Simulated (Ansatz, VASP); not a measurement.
# Two plane-wave programs on LaBi

```
La Bi
1.0
     0.00000    3.25175    3.25175
     3.25175    0.00000    3.25175
     3.25175    3.25175    0.00000
La Bi
1 1
Direct
  0.00000 0.00000 0.00000
  0.50000 0.50000 0.50000
```

Alike in both runs: functional LDA; k mesh 9 × 9 × 9; occupations fermi-dirac, width 0.1 eV; no spin polarisation.

Ansatz relaxed the structure, and its values are those at the end. VASP's run is a single point on that final structure, the one shown.

```csv
,VASP,Ansatz
version,VASP 6.6.1,Ansatz 0.2.0
potentials or method,"VASP PAW LDA potentials, release 64 (La, Bi_d)","plane waves, PAW"
plane-wave cutoff (eV),520,420
valence electrons in the cell,26,26
```

```tsv
	VASP	Ansatz	Ansatz less VASP
pressure (GPa)	0.0	0.0	-0.01
```
